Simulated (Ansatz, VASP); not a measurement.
# Ni (Ni(111)) in two plane-wave programs

Aim: how closely do two programs agree when they are given the same cell, functional and k mesh? Of the first pair: The structure shown is the start of the Ansatz relaxation below; VASP solves that cell, so the two are compared at the walk's first step.

Calculated with Ansatz 0.2.0; plane waves, with VASP 6.6.1 beside it; single point at RPBE.

**1. Starting point**

The cell holds 4 atoms: 4 Ni. Cell: a = 2.489 Å, b = 2.489 Å, c = 24.097 Å, α = 90.0°, β = 90.0°, γ = 60.0°. Vacuum lies along c.

**2. Ansatz: relaxation, RPBE**

Ansatz runs on its default PAW (the set named soft_2) files.

The two programs are compared at the cell with which this relaxation starts, whose forces are those of its first step.

File input.yaml:

```yaml
crystal:
  lattice:
    - [2.4890158698, 0.0, 0.0]
    - [1.2445079349, 2.1555509736, 0.0]
    - [0.0, 0.0, 24.0968188426]
  atoms:
    - { symbol: Ni, position: [0.0, 0.0, 0.3734932839], spin: 0.7 }
    - { symbol: Ni, position: [0.3333333333, 0.3333333333, 0.4578310946], spin: 0.7 }
    - { symbol: Ni, position: [0.6666666667, 0.6666666667, 0.5421689054], spin: 0.7 }
    - { symbol: Ni, position: [0.0, 0.0, 0.6265067161], spin: 0.7 }
magnetization:
  spin_polarized: true
kpoints:
  mp_grid: { grid: [14, 14, 1] }
hamiltonian:
  xc: rpbe
scf:
  occupations: { method: fermi_dirac, width: 0.1 }
  convergence: { dr2_threshold: 1.0e-08 }
efield:
  axis: 3
  dipole_correction: true
  ramp_position: 0.97
  ramp_width: 0.06
relax:
  f_tol: 0.02
  max_steps: 60
  constraints: [{ sites: [0, 1] }]
output:
  write_potential: true
  write_density: true
  volumetric_format: npy
```

Command:

```bash
ansatz run input.yaml --threads 8 --pin off --max-ram 12288MiB --backend cpu --events-out ev --progress --plain --runs-dir out
```

Numbers of over 12 decimals in the logs are rounded to 6 here.

Output:

```text
Engine: ansatz 0.2.0, x86_64-unknown-linux-gnu
Pseudopotentials: kind: paw
Pseudopotential: Ni, paw, valence charge 18, recommended cutoff 420 eV (normal), Ni.paw.azcp
Functional definition: RPBE
  parameter kappa = 0.804
  parameter beta = 0.066725
  exchange = rpbe_x(kappa = kappa, mu = beta*pi^2/3)
  correlation = pbe_c(beta = beta)
Crystal: 4 atoms, lattice volume = 129.284 Å³
Basis set: ecut = 420 eV, 2439 PW (Γ), exchange–correlation on 36×36×324 points (8 copies of the dense FFT grid, shifted against one another)
Bands: 45, of which v1, the nominal top of the filled ones, is band 36 counted from 1 (35 counted from 0)
Symmetry: 6 space group operations
k-points: 24 of 196 (time reversal used)
Non-local potential: Ni, projectors of the file, l = 0: 3, l = 1: 2, l = 2: 3, l = 3: 1
PAW form: soft (Blöchl's): semilocal exchange-correlation on the pseudo side does not see the compensation charge
PAW frozen core: Ni, regenerated for the run's functional, and the local potential with it (the file was generated under x = pbe(κ = 0.804, μ = 0.219515), c = pbe(β = 0.066725))
PAW one-centre angular grid: Ni, 590 points (default); XC on 64 Gauss nodes
Initial density: superposition of atomic densities (neutral atoms: chi_scale 0, normalization atom)
Starting moments: Σ|m| = 2.8 μB on 4 of 4 sites
Initial wavefunctions: pseudopotential atomic-orbital guess
Functional: x = rpbe, c = pbe(β = 0.066725)
SCF iter   1: F=—  HF=-23374.024100 eV  |F-HF|=—  |Δ(HF+E_count)|=         —  Δρ=2.60e-2 (↑1.26e-2 ↓2.60e-2)  dr2=2.58e0  dr2_m=2.70e-1  M=2.983 μB ∫|m|=3.139 μB  β_m=1.00  ethr=3.10e-3  p=0.000 e·Å  D=5.13e-13 V/Å  ΔV_dip=-0.00 eV  dr2_dipole=2.48e-7  V_vac-E_F(+/−)=7.17/7.17 eV  ⟨swp⟩=11.3  Hψ=10967  notcnv=0  defer=15
Mixer restart at iter 1: flushing history
efield: sawtooth ramp at fractional position 0.9700 (set: `efield.ramp_position`, or a place that a band, a saddle search or an elastic batch's reference lends), width 0.0600; the density the first Hamiltonian is built on has a dipole p = 0.000 e·Å; the dipole correction subtracts the counter field D = 5.13e-13 V/Å, which shifts the + side's vacuum level by -0.00 eV against the − side's; the planar-averaged density in the ramp window peaks in size at 7.6e-6 e/Å³
preconditioner: auto → LDOS  [metal: Δε(μ)=0.026 eV  Ē_g=7.184 eV  σ=0.100 eV  W_gap=0.06  n_scr=18 (ndim 8)  ℏωp=20.7 eV  f_vac=0.604  D(μ)=8.00/eV (n_scr^D=102)]
spin=Collinear: LDOS preconditioning applied to the charge; magnetization (m = ρ↑ − ρ↓) channel mixes plain (no charge-response kernel on spin).
SCF iter   2: F=—  HF=-23374.801477 eV  |F-HF|=—  |Δ(HF+E_count)|=   7.77e-1  Δρ=1.19e-2 (↑1.19e-2 ↓9.24e-3)  dr2=4.78e-1  dr2_m=6.27e-3  M=2.920 μB ∫|m|=3.239 μB  β_m=0.33  ethr=3.10e-3  p=0.000 e·Å  D=1.73e-5 V/Å  ΔV_dip=-0.00 eV  dr2_dipole=7.81e-8  V_vac-E_F(+/−)=6.31/6.31 eV  ⟨swp⟩=2.8  Hψ=3626  notcnv=0  defer=42
density mixer auto → msr1: a metal under ldos (density of states about μ 3.81 of a free-electron gas's, 18 screened modes)
SCF iter   3: F=—  HF=-23376.209223 eV  |F-HF|=—  |Δ(HF+E_count)|=    1.41e0  Δρ=6.03e-3 (↑6.03e-3 ↓5.19e-3)  dr2=1.17e-1  dr2_m=4.13e-3  M=2.908 μB ∫|m|=3.266 μB  β_m=0.53  ethr=6.64e-4  p=0.000 e·Å  D=8.94e-6 V/Å  ΔV_dip=-0.00 eV  dr2_dipole=1.33e-8  V_vac-E_F(+/−)=5.83/5.83 eV  ⟨swp⟩=3.3  Hψ=3594  notcnv=0  defer=43
SCF iter   4: F=—  HF=-23377.610094 eV  |F-HF|=—  |Δ(HF+E_count)|=         —  Δρ=6.66e-3 (↑4.85e-3 ↓6.66e-3)  dr2=1.11e-1  dr2_m=2.18e-3  M=2.817 μB ∫|m|=3.242 μB  β_m=0.53  ethr=1.62e-4  p=0.000 e·Å  D=1.25e-5 V/Å  ΔV_dip=-0.00 eV  dr2_dipole=1.32e-8  V_vac-E_F(+/−)=5.28/5.28 eV  ⟨swp⟩=3.6  Hψ=4735  notcnv=0  defer=46
SCF iter   5: F=—  HF=-23377.873668 eV  |F-HF|=—  |Δ(HF+E_count)|=   2.64e-1  Δρ=4.43e-3 (↑1.44e-3 ↓4.43e-3)  dr2=2.94e-2  dr2_m=4.08e-3  M=2.738 μB ∫|m|=3.174 μB  β_m=0.76  ethr=1.55e-4  p=0.000 e·Å  D=4.70e-6 V/Å  ΔV_dip=-0.00 eV  dr2_dipole=2.38e-9  V_vac-E_F(+/−)=5.07/5.07 eV  ⟨swp⟩=2.5  Hψ=3477  notcnv=0  defer=48
SCF iter   6: F=—  HF=-23377.914375 eV  |F-HF|=—  |Δ(HF+E_count)|=   4.07e-2  Δρ=2.82e-3 (↑1.36e-3 ↓2.82e-3)  dr2=1.28e-2  dr2_m=1.13e-3  M=2.685 μB ∫|m|=3.124 μB  β_m=0.84  ethr=4.09e-5  p=0.000 e·Å  D=8.03e-6 V/Å  ΔV_dip=-0.00 eV  dr2_dipole=1.83e-8  V_vac-E_F(+/−)=4.98/4.98 eV  ⟨swp⟩=2.2  Hψ=3488  notcnv=0  defer=57
SCF iter   7: F=—  HF=-23377.914808 eV  |F-HF|=—  |Δ(HF+E_count)|=   4.33e-4  Δρ=2.32e-3 (↑1.59e-3 ↓2.32e-3)  dr2=1.14e-2  dr2_m=4.03e-4  M=2.680 μB ∫|m|=3.121 μB  β_m=0.68  ethr=1.77e-5  p=-0.000 e·Å  D=-1.20e-5 V/Å  ΔV_dip=0.00 eV  dr2_dipole=4.20e-8  V_vac-E_F(+/−)=4.88/4.88 eV  ⟨swp⟩=2.3  Hψ=4085  notcnv=0  defer=62
[...]
SCF iter   9: F=—  HF=-23377.915389 eV  |F-HF|=—  |Δ(HF+E_count)|=   2.64e-7  Δρ=7.15e-6 (↑3.83e-6 ↓7.15e-6)  dr2=2.28e-8  dr2_m=3.04e-8  M=2.684 μB ∫|m|=3.131 μB  β_m=0.71  ethr=1.37e-9  p=-0.000 e·Å  D=-8.97e-5 V/Å  ΔV_dip=0.00 eV  dr2_dipole=1.53e-9  V_vac-E_F(+/−)=4.91/4.91 eV  ⟨swp⟩=2.0  Hψ=3100  notcnv=0  defer=62
SCF iter  10: F=—  HF=-23377.915389 eV  |F-HF|=—  |Δ(HF+E_count)|=   5.77e-8  Δρ=3.84e-6 (↑3.84e-6 ↓1.74e-6)  dr2=3.95e-8  dr2_m=3.50e-9  M=2.684 μB ∫|m|=3.131 μB  β_m=0.63  ethr=3.16e-11  p=-0.000 e·Å  D=-8.44e-5 V/Å  ΔV_dip=0.00 eV  dr2_dipole=3.82e-9  V_vac-E_F(+/−)=4.91/4.91 eV  ⟨swp⟩=3.0  Hψ=4720  notcnv=0  defer=62
SCF iter  11: F=—  HF=-23377.915389 eV  |F-HF|=—  |Δ(HF+E_count)|=  1.46e-10  Δρ=2.12e-6 (↑1.82e-6 ↓2.12e-6)  dr2=1.18e-8  dr2_m=1.69e-9  M=2.684 μB ∫|m|=3.131 μB  β_m=0.57  ethr=3.16e-11  p=-0.000 e·Å  D=-8.91e-5 V/Å  ΔV_dip=0.00 eV  dr2_dipole=9.92e-11  V_vac-E_F(+/−)=4.91/4.91 eV  ⟨swp⟩=2.1  Hψ=3730  notcnv=0  defer=62
SCF iter  12: F=—  HF=-23377.915389 eV  |F-HF|=—  |Δ(HF+E_count)|=   3.37e-9  Δρ=1.12e-6 (↑7.16e-7 ↓1.12e-6)  dr2=4.19e-9  dr2_m=3.72e-10  M=2.684 μB ∫|m|=3.131 μB  β_m=0.50  ethr=1.65e-11  p=-0.000 e·Å  D=-8.84e-5 V/Å  ΔV_dip=0.00 eV  dr2_dipole=7.83e-10  V_vac-E_F(+/−)=4.91/4.91 eV  ⟨swp⟩=2.0  Hψ=3097  notcnv=0  defer=62
SCF iter  13: F=—  HF=-23377.915389 eV  |F-HF|=—  |Δ(HF+E_count)|=  4.69e-10  Δρ=5.03e-7 (↑5.03e-7 ↓3.02e-7)  dr2=1.66e-9  dr2_m=1.37e-10  M=2.684 μB ∫|m|=3.131 μB  β_m=0.56  ethr=5.82e-12  p=-0.000 e·Å  D=-8.79e-5 V/Å  ΔV_dip=0.00 eV  dr2_dipole=6.59e-10  V_vac-E_F(+/−)=4.91/4.91 eV  ⟨swp⟩=2.0  Hψ=3075  notcnv=0  defer=62
SCF iter  14: F=—  HF=-23377.915389 eV  |F-HF|=—  |Δ(HF+E_count)|=  4.66e-10  Δρ=2.32e-6 (↑2.55e-7 ↓2.32e-6)  dr2=1.85e-8  dr2_m=1.34e-9  M=2.684 μB ∫|m|=3.131 μB  β_m=0.67  ethr=2.31e-12  p=-0.000 e·Å  D=-8.86e-5 V/Å  ΔV_dip=0.00 eV  dr2_dipole=4.30e-9  V_vac-E_F(+/−)=4.91/4.91 eV  ⟨swp⟩=1.6  Hψ=2386  notcnv=0  defer=62
SCF iter  15: F=-23377.915389 eV  HF=-23377.915389 eV  |F-HF|=5.13e-10  |Δ(HF+E_count)|=  7.57e-10  Δρ=2.36e-7 (↑2.09e-7 ↓2.36e-7)  dr2=4.19e-10  dr2_m=1.14e-11  M=2.684 μB ∫|m|=3.131 μB  ethr=2.31e-12  p=-0.000 e·Å  D=-9.05e-5 V/Å  ΔV_dip=0.00 eV  dr2_dipole=1.41e-10  V_vac-E_F(+/−)=4.91/4.91 eV  ⟨swp⟩=6.4  Hψ=12882  notcnv=0
SCF 3 converged in 15 iterations: F = -23377.915389 eV  dr2 = 4.19e-10
relax step   3: F+E_penalty+E_count = -23377.91538927 eV  Δ(F+E_penalty+E_count) = -7.240e-4 eV  max|allowed force component| = 2.764e-3 eV/Å  Δτ_max = 0.0193 Å  (15 SCF iters, accepted)
NSCF: frozen V_eff on 24 k-points
the band table was solved once a step of the walk had ended and its energy, with any forces and stress, was formed, with the checks that follow a solve (11274 applications of the Hamiltonian). They found nothing against the state; the energy, forces and stress were not computed again (output.eigenvalues in the input reference)
WARN: The output density's exchange-correlation potential varies sharply where the density is thin. Do not read a vacuum level from v_tot or v_xc, or from such a field of the output density. On a cell that repeats whose density bears no net charge and no dipole along the vacuum's axis use v_es (v_loc + v_h of the components); under efield.dipole_correction with no amplitude use v_es + v_field, which holds any externa [...]
SCF converged after 15 iterations
Magnetization: 2.6842 μB (37.3421 up, 34.6579 down)
Absolute magnetization: 3.1341 μB (∫|ρ↑−ρ↓|, with the PAW one-centre terms)
Spin contamination: 0.0460 ħ² per cell (⟨S²⟩ above its minimum at these occupations)
Per-site moments (μB) at R_I (Å): [(0.714726, 1.026719), (0.720122, 1.026719), (0.719981, 1.026719), (0.714520, 1.026719)]
Free energy (F): -23377.915389 eV
Harris-Foulkes:  -23377.915389 eV  (|F-HF|=5.13e-10)
Internal energy: -23377.682128 eV  (E = F + TS)
E sigma→0 (E₀):  -23377.798759 eV
Entropy (-TS):   -0.233261 eV (-58.315 meV/atom)
Fermi energy:    2.972043 eV
Dipole field:    D = -0.000071 V/Å  (p = -0.000050 e·Å, saw-weighted, corrected)
Work function:   Φ+ = 4.9087 eV   Φ− = 4.9070 eV
Levels:          The Fermi level and band energies are counted from a zero that moves with the ramp; work functions are not
--- Per-component energies (eV) ---
  E_band       = -2223.566384
  E_kinetic    = 1124.460324
  E_local      = -170861.618662  (includes V_loc(G=0)·N_el)
  E_nonlocal   = 2547.442854
  E_hartree    = 83753.360048
  E_xc         = -336.140803
  E_vxc        = -432.524806  (∫ρ·V_xc dr)
  E_paw        = -6544.498272  (= ΣΔE_a)
  E_vpaw       = -2108.047734  (= ΣTr[D̂ρ^β])
  E_aug_tail   = 0.002175  (compensation charges beyond the density's cutoff)
  E_efield     = 0.000000  (sawtooth field / dipole correction)
  E_vefield    = 0.000076  (∫n·V_field dr)
  E_ewald      = 66939.487588
  E_core_change = -0.177381  (= ΣΔE_core)
  E_smearing   = -0.233261  (= −TS)
  E_closure    = 0.000000  (closes the sum)
  Σ components = -23377.915389   (vs F -23377.915389, Δ=0.00e0)
--- Forces (eV/Å), atoms counted from 1 ---
  atom   1  Ni    -0.00000000    -0.00000000    -0.03523465
  atom   2  Ni    -0.00000000     0.00000000     0.03263962
  atom   3  Ni     0.00000000     0.00000000     0.00276389
  atom   4  Ni     0.00000000     0.00000000    -0.00017395
  max |Σ_I F_I| component: 5.10e-6 eV/Å
--- Band table (eV; the first three rows and the last of 48) ---
  k-point 0 ↑: bands = [... 32 lower, 1.6661, 1.8099, 1.8099, 2.1663, 2.1663, 2.2824, 2.3123, 2.3123, ... 5 higher]
  k-point 1 ↑: bands = [... 32 lower, 1.6213, 1.7205, 1.8195, 1.8885, 1.9947, 2.1645, 2.3150, 2.8302, ... 5 higher]
  k-point 2 ↑: bands = [... 32 lower, 1.4221, 1.5554, 1.6635, 1.8213, 2.1588, 2.2146, 2.3212, 3.5303, ... 5 higher]
  k-point 23 ↓: bands = [... 32 lower, 2.9117, 3.0143, 3.0754, 3.1146, 7.3482, 7.6901, 8.2273, 8.8318, ... 5 higher]
--- Relaxed structure (3 steps of the walk, 3 accepted, 0 SCFs on fresh bases) ---
  F+E_penalty+E_count = -23377.91538927 eV   max|allowed force component| = 2.764e-3 eV/Å
  atoms:
    - { symbol: Ni, position: [0.0, 0.0, 0.373493] }
    - { symbol: Ni, position: [0.333333, 0.333333, 0.4578310946] }
    - { symbol: Ni, position: [0.666667, 0.666667, 0.543276] }
    - { symbol: Ni, position: [0, 0.0, 0.627892] }
```

(Continued in part 2 of 2.)

[Lines on the potential files, build, host, timing and source positions are cut from VASP's logs without a mark.]

[Logs are printed without paths, hosts, clocks, repeated set-up lines and the standing remarks that a program may print on its own settings, such as how far it seeks lower states.]

[Hosts, paths, dates, database ids (printed as entryN), source tags and the programs' standing remarks are cut or masked in the printed files.]
